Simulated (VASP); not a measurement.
Output of a VASP run:

**OUTCAR**
```
 ion  position               nearest neighbor table
   1  0.500  0.500  0.500-   2 2.47   2 2.47   2 2.47   2 2.47   2 2.47   2 2.47   2 2.47   2 2.47
  LATTYP: Found a simple cubic cell.
 ALAT       =     2.8534076363
 Subroutine PRICEL returns:
 Original cell was already a primitive cell.
 Subroutine GETGRP returns: Found 48 space group operations
The static configuration has the point symmetry O_h .
The dynamic configuration has the point symmetry O_h .
 Subroutine INISYM returns: Found 48 space group operations
 Subroutine IBZKPT returns following result:
 Found     84 irreducible k-points:

 Following reciprocal coordinates:
            Coordinates               Weight
  0.000000  0.000000  0.000000      1.000000
  0.083333  0.000000  0.000000      6.000000
  0.166667  0.000000  0.000000      6.000000
  0.250000  0.000000  0.000000      6.000000
  0.333333  0.000000  0.000000      6.000000
  0.416667  0.000000  0.000000      6.000000
  0.500000  0.000000  0.000000      3.000000
  0.083333  0.083333  0.000000     12.000000
  0.166667  0.083333  0.000000     24.000000
  0.250000  0.083333  0.000000     24.000000
  0.333333  0.083333  0.000000     24.000000
  0.416667  0.083333  0.000000     24.000000
  0.500000  0.083333  0.000000     12.000000
  0.166667  0.166667  0.000000     12.000000
  0.250000  0.166667  0.000000     24.000000
  0.333333  0.166667  0.000000     24.000000
  0.416667  0.166667  0.000000     24.000000
  0.500000  0.166667  0.000000     12.000000
  0.250000  0.250000  0.000000     12.000000
  0.333333  0.250000  0.000000     24.000000
  0.416667  0.250000  0.000000     24.000000
  0.500000  0.250000  0.000000     12.000000
  0.333333  0.333333  0.000000     12.000000
  0.416667  0.333333  0.000000     24.000000
  0.500000  0.333333  0.000000     12.000000
  0.416667  0.416667  0.000000     12.000000
  0.500000  0.416667  0.000000     12.000000
  0.500000  0.500000  0.000000      3.000000
  0.083333  0.083333  0.083333      8.000000
  0.166667  0.083333  0.083333     24.000000
  0.250000  0.083333  0.083333     24.000000
  0.333333  0.083333  0.083333     24.000000
  0.416667  0.083333  0.083333     24.000000
  0.500000  0.083333  0.083333     12.000000
  0.166667  0.166667  0.083333     24.000000
  0.250000  0.166667  0.083333     48.000000
  0.333333  0.166667  0.083333     48.000000
  0.416667  0.166667  0.083333     48.000000
  0.500000  0.166667  0.083333     24.000000
  0.250000  0.250000  0.083333     24.000000
   k-points           NKPTS =     84   k-points in BZ     NKDIM =     84   number of bands    NBANDS=     15
   number of dos      NEDOS =    301   number of ions     NIONS =      2
   total plane-waves  NPLWV =   8000
   dimension x,y,z NGX =    20 NGY =   20 NGZ =   20
   dimension x,y,z NGXF=    40 NGYF=   40 NGZF=   40
   ions per type =               1   1
   PREC   = accura    normal or accurate (medium, high low for compatibility)
   ISTART =      0    job   : 0-new  1-cont  2-samecut
   ICHARG =      2    charge: 1-file 2-atom 10-const
   ISPIN  =      1    spin polarized calculation?
   LNONCOLLINEAR =      F non collinear calculations
   LSORBIT =      F    spin-orbit coupling
   INIWAV =      1    electr: 0-lowe 1-rand  2-diag
   ENCUT  =  480.0 eV  35.28 Ry    5.94 a.u.   5.10  5.10  5.10*2*pi/ulx,y,z
   NELM   =    100;   NELMIN=  2; NELMDL= -5     # of ELM steps
   EDIFF  = 0.1E-06   stopping-criterion for ELM
   LREAL  =      F    real-space projection
   NLSPLINE    = F    spline interpolate recip. space projectors
   LMAXMIX     =    4 max onsite mixed and CHGCAR
   VOSKOWN=      0    Vosko Wilk Nusair interpolation
   EDIFFG = -.1E-01   stopping-criterion for IOM
   NSW    =     40    number of steps for IOM
   NBLOCK =      1;   KBLOCK =     40    inner block; outer block
   IBRION =      2    ionic relax: 0-MD 1-quasi-New 2-CG
   NFREE  =      1    steps in history (QN), initial steepest desc. (CG)
...
```

OSZICAR:
```
       N       E                     dE             d eps       ncg     rms          rms(c)
DAV:   1     0.106206292333E+03    0.10621E+03   -0.11130E+04  2648   0.248E+03
DAV:   2    -0.463029920537E+01   -0.11084E+03   -0.10797E+03  2534   0.323E+02
DAV:   3    -0.742795316804E+01   -0.27977E+01   -0.27852E+01  3053   0.700E+01
DAV:   4    -0.744662143233E+01   -0.18668E-01   -0.18665E-01  2976   0.498E+00
DAV:   5    -0.744685626672E+01   -0.23483E-03   -0.23483E-03  3339   0.581E-01    0.111E+01
DAV:   6    -0.707796209031E+01    0.36889E+00   -0.20030E+01  2766   0.123E+02    0.627E+00
DAV:   7    -0.605428977185E+01    0.10237E+01   -0.44656E+00  2709   0.129E+02    0.270E+00
DAV:   8    -0.605620716315E+01   -0.19174E-02   -0.23246E-01  3029   0.652E+00    0.150E+00
DAV:   9    -0.604426948082E+01    0.11938E-01   -0.18722E-02  3261   0.355E+00    0.107E-01
DAV:  10    -0.604423554008E+01    0.33941E-04   -0.68679E-04  3859   0.417E-01    0.356E-02
DAV:  11    -0.604423551111E+01    0.28975E-07   -0.43219E-05  3324   0.238E-01    0.889E-03
DAV:  12    -0.604423529685E+01    0.21425E-06   -0.56570E-06  3309   0.677E-02    0.381E-03
DAV:  13    -0.604423496239E+01    0.33446E-06   -0.65014E-07  2979   0.237E-02    0.739E-04
DAV:  14    -0.604423497126E+01   -0.88621E-08   -0.32817E-08  1575   0.570E-03
   1 F= -.45941920E+01 E0= -.45942093E+01  d E =-.459419E+01
       N       E                     dE             d eps       ncg     rms          rms(c)
DAV:   1    -0.604295155805E+01    0.12834E-02   -0.17429E-02  2520   0.327E+00    0.281E-01
DAV:   2    -0.604208345810E+01    0.86810E-03   -0.95471E-03  2542   0.266E+00    0.125E-01
DAV:   3    -0.604171721356E+01    0.36624E-03   -0.23506E-03  2608   0.166E+00    0.751E-02
DAV:   4    -0.604165964877E+01    0.57565E-04   -0.13718E-04  3501   0.369E-01    0.295E-02
DAV:   5    -0.604164277802E+01    0.16871E-04   -0.12392E-05  4121   0.643E-02    0.185E-03
DAV:   6    -0.604164265813E+01    0.11989E-06   -0.67446E-07  3063   0.161E-02    0.862E-04
DAV:   7    -0.604164246272E+01    0.19541E-06   -0.18953E-08  1344   0.339E-03    0.106E-04
DAV:   8    -0.604164245502E+01    0.76966E-08   -0.13802E-08  1288   0.242E-03
   2 F= -.45941948E+01 E0= -.45942146E+01  d E =-.285486E-05
       N       E                     dE             d eps       ncg     rms          rms(c)
DAV:   1    -0.604310298328E+01   -0.14605E-02   -0.36057E-03  2520   0.149E+00    0.128E-01
DAV:   2    -0.604292161236E+01    0.18137E-03   -0.19554E-03  2542   0.120E+00    0.564E-02
DAV:   3    -0.604284734897E+01    0.74263E-04   -0.48303E-04  2601   0.746E-01    0.344E-02
DAV:   4    -0.604283488005E+01    0.12469E-04   -0.28418E-05  3479   0.169E-01    0.134E-02
DAV:   5    -0.604283114035E+01    0.37397E-05   -0.25882E-06  4105   0.295E-02    0.857E-04
DAV:   6    -0.604283120046E+01   -0.60112E-07   -0.12354E-07  1576   0.763E-03
   3 F= -.45942042E+01 E0= -.45942228E+01  d E =-.121706E-04
```

OUTCAR:
```
------------------------ aborting loop because EDIFF is reached ----------------------------------------
  FORCE on cell =-STRESS in cart. coord.  units (eV):
  Direction    XX          YY          ZZ          XY          YZ          ZX
  --------------------------------------------------------------------------------------
  Total        1.4528066      1.4528066      1.4528066      0.0000000      0.0000000     -0.0000000
  in kB      100.2885169    100.2885169    100.2885169      0.0000000      0.0000000     -0.0000000
  external PRESSURE =       0.2885169 kB  Pullay stress =     100.0000000 kB
  volume of cell :       23.21
      direct lattice vectors                 reciprocal lattice vectors
     2.852478566 -0.000000000  0.000000000     0.350572310  0.000000000  0.000000000
     0.000000000  2.852478566 -0.000000000     0.000000000  0.350572310  0.000000000
    -0.000000000 -0.000000000  2.852478566    -0.000000000  0.000000000  0.350572310
 POSITION                                       TOTAL-FORCE (eV/Angst)
 -----------------------------------------------------------------------------------
      1.42624      1.42624      1.42624         0.000000      0.000000      0.000000
      0.00000      0.00000      0.00000        -0.000000     -0.000000      0.000000
 -----------------------------------------------------------------------------------
    total drift:                               -0.000000      0.000000      0.000000
  FREE ENERGIE OF THE ION-ELECTRON SYSTEM (eV)
  ---------------------------------------------------
  free  energy   TOTEN  =        -6.0428312005 eV

  energy  without entropy=       -6.0428871376  energy(sigma->0) =       -6.04284985
  enthalpy is  TOTEN    =        -4.5942041619 eV   P V=        1.4486270386

 reached required accuracy - stopping structural energy minimisation
```
(Selected blocks of OUTCAR.)

**POSCAR**
```
CuZn
1
    2.8534076363    -0.0000000000    -0.0000000000
   -0.0000000000     2.8534076363    -0.0000000000
    0.0000000000    -0.0000000000     2.8534076363
Zn Cu
1 1
Direct
  0.5000000000   0.5000000000   0.5000000000
  0.0000000000   0.0000000000   0.0000000000
```

Question: Write an INCAR and KPOINTS that could have produced this output.

Answer: Several could match; the one computed here: the input of the run itself, PBEsol GGA, plane waves, VASP's PBE PAW potentials (set 64).

File KPOINTS:
```
K-points
0
Gamma
12 12 12
0 0 0
```

**INCAR**
```
NELM = 100
NSW = 40   ! most ionic steps
LMAXMIX = 4   ! l cut-off of mixed one-centre charges
IBRION = 2   ! conjugate gradients
EDIFFG = -0.01
PSTRESS = 100   ! kbar
EDIFF = 1E-7   ! SCF stop (eV)
LASPH = .True.   ! aspherical one-centre terms
LWAVE = .False.
GGA = PS   ! PBEsol
SIGMA = 0.1   ! width (eV)
LCHARG = .False.
SYSTEM = CuZn
ISMEAR = 1
ISIF = 3   ! ions, shape and volume
PREC = Accurate
LREAL = .False.   ! projection in real space or not
ALGO = Normal   ! blocked Davidson
ENCUT = 480   ! plane-wave cut-off (eV)
```

POTCAR, in this order: Zn Cu (PBE.64 set). Program: vasp_std.

The compound is CuZn in the CsCl type structure. This run relaxes it under an external pressure of 10 GPa. Symmetry was kept, so distortions that lower it aren't found. The electron count is odd and the run is not spin-polarised, which forces a metal.
